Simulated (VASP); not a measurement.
These are PBE GGA, VASP's PBE PAW potentials (set 64) (plane waves; VASP 6.6.1) values and carry that method's errors.

A VASP calculation is set up with these files.

POSCAR:
```
Ti
1
    1.5188480000    -2.6014510000     0.0000000000
    1.5188480000     2.6014510000     0.0000000000
    0.0000000000     0.0000000000     4.6580380000
Ti
2
Direct
  0.3333330000   0.6666670000   0.2500000000
  0.6818020000   0.3484680000   0.7500000000
```

File KPOINTS:
```
Automatic mesh
0
Gamma
12 12 7
0 0 0
```

**INCAR**
```
SYSTEM = Ti
PREC = Accurate
ENCUT = 400
EDIFF = 1E-6
NELM = 100
ALGO = Normal
LREAL = .FALSE.
LASPH = .TRUE.
ISMEAR = 1
SIGMA = 0.1
GGA = PE
LMAXMIX = 4
LWAVE = .FALSE.
LCHARG = .FALSE.
ISIF = 2
ISYM = 1
```

POTCAR, in this order: Ti_sv (PBE.64 set). Program: vasp_std.

Output of the run:

### OSZICAR
```
       N       E                     dE             d eps       ncg     rms          rms(c)
DAV:   1     0.226264723256E+03    0.22626E+03   -0.11943E+04  9480   0.158E+03
DAV:   2     0.937210838044E+01   -0.21689E+03   -0.21572E+03  9880   0.452E+02
DAV:   3    -0.167484019743E+02   -0.26121E+02   -0.25925E+02 18624   0.128E+02
DAV:   4    -0.178359179357E+02   -0.10875E+01   -0.10874E+01  9792   0.270E+01
DAV:   5    -0.178955273398E+02   -0.59609E-01   -0.59607E-01 15872   0.440E+00    0.113E+01
DAV:   6    -0.156143911850E+02    0.22811E+01   -0.90537E+00 11344   0.339E+01    0.272E+00
DAV:   7    -0.155993257968E+02    0.15065E-01   -0.75407E-01 14224   0.707E+00    0.198E+00
DAV:   8    -0.156177114333E+02   -0.18386E-01   -0.19420E-01 11264   0.597E+00    0.664E-01
DAV:   9    -0.156088545940E+02    0.88568E-02   -0.51958E-02 11672   0.253E+00    0.435E-02
DAV:  10    -0.156089924696E+02   -0.13788E-03   -0.16591E-03 15080   0.317E-01    0.692E-02
DAV:  11    -0.156090477048E+02   -0.55235E-04   -0.13154E-04 10952   0.965E-02    0.181E-02
DAV:  12    -0.156090380423E+02    0.96625E-05   -0.35489E-05 13816   0.368E-02    0.422E-03
DAV:  13    -0.156090385595E+02   -0.51721E-06   -0.68146E-07  7072   0.973E-03
   1 F= -.15609039E+02 E0= -.15609345E+02  d E =0.919706E-03
```

OUTCAR:
```
------------------------ aborting loop because EDIFF is reached ----------------------------------------
  FORCE on cell =-STRESS in cart. coord.  units (eV):
  Direction    XX          YY          ZZ          XY          YZ          ZX
  --------------------------------------------------------------------------------------
  Total       -1.8345754     -1.5555764     -1.0929236     -0.1229832      0.0000000      0.0000000
  in kB      -79.8515161    -67.7078363    -47.5704671     -5.3529538      0.0000000      0.0000000
  external PRESSURE =     -65.0432732 kB  Pullay stress =       0.0000000 kB
  volume of cell :       36.81
      direct lattice vectors                 reciprocal lattice vectors
     1.518848000 -2.601451000  0.000000000     0.329196865 -0.192200430  0.000000000
     1.518848000  2.601451000  0.000000000     0.329196865  0.192200430  0.000000000
     0.000000000  0.000000000  4.658038000     0.000000000  0.000000000  0.214682663
 POSITION                                       TOTAL-FORCE (eV/Angst)
 -----------------------------------------------------------------------------------
      1.51885      0.86715      1.16451         0.072337      0.030140      0.000000
      1.56482     -0.86715      3.49353        -0.072337     -0.030140      0.000000
 -----------------------------------------------------------------------------------
    total drift:                                0.000000     -0.000000     -0.000000
  FREE ENERGIE OF THE ION-ELECTRON SYSTEM (eV)
  ---------------------------------------------------
  free  energy   TOTEN  =       -15.6090385595 eV

  energy  without entropy=      -15.6099582652  energy(sigma->0) =      -15.60934513
```
(Selected blocks of OUTCAR.)

The compound is Ti in the hcp structure. The cell was not relaxed at this level, atoms are displaced from their ideal sites. The run is one of a series of settings (ISYM = 1 against the base run), some of them coarse on purpose.
